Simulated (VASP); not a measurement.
An input for Ansatz (written as the equivalent of a VASP run, and not itself run):

Ansatz 0.2 input:
```yaml
crystal:
  lattice:
    - [0.0000000, 2.8290000, 2.8290000]
    - [2.8290000, 0.0000000, 2.8290000]
    - [2.8290000, 2.8290000, 0.0000000]
  atoms:
    - { symbol: Ge, position: [0.0000000, 0.0000000, 0.0000000] }
    - { symbol: Ge, position: [0.2500000, 0.2500000, 0.2500000] }
kpoints:
  mp_grid: { grid: [5, 5, 5] }
hamiltonian:
  xc: pbe
  pseudopotentials: { kind: paw }
scf:
  occupations: { method: fermi_dirac, width: 0.02 }
  max_iter: 100
output: { forces: true, stress: true, eigenvalues: true }
```

Translate this input to VASP (INCAR, KPOINTS, POSCAR, choice of POTCAR).

This is not unique; one that fits is 
POSCAR:
```
Ge
1
    0.0000000000     2.8290000000     2.8290000000
    2.8290000000     0.0000000000     2.8290000000
    2.8290000000     2.8290000000     0.0000000000
Ge
2
Direct
  0.0000000000   0.0000000000   0.0000000000
  0.2500000000   0.2500000000   0.2500000000
```

File KPOINTS:
```
Automatic mesh
0
Gamma
5 5 5
0 0 0
```

**INCAR**
```
ALGO = Normal
LMAXMIX = 4   ! l cut-off of mixed one-centre charges
GGA = PE
SYSTEM = Ge
ISIF = 2   ! forces and stress, cell fixed
EDIFF = 1E-6   ! SCF stop (eV)
LCHARG = .False.
PREC = Accurate
LASPH = .True.   ! aspherical one-centre terms
LREAL = .False.
ENCUT = 300   ! plane-wave cut-off (eV)
LWAVE = .False.
NELM = 100   ! most electronic steps
SIGMA = 0.02   ! width (eV)
ISMEAR = -1   ! Fermi-Dirac
```

POTCAR, in this order: Ge_d (PBE.64 set). Program: vasp_std.

Limits of the translation: each code has its own PAW files, so the cut-off isn't converted (ENCUT is set for VASP's; basis.ecutwfc is left out, and Ansatz then takes the one that its files recommend); Ansatz stops its SCF on the density residual and VASP on the energy change (EDIFF).

The structure is a typed Ge crystal (Fd-3m). The cell was not relaxed at this level.
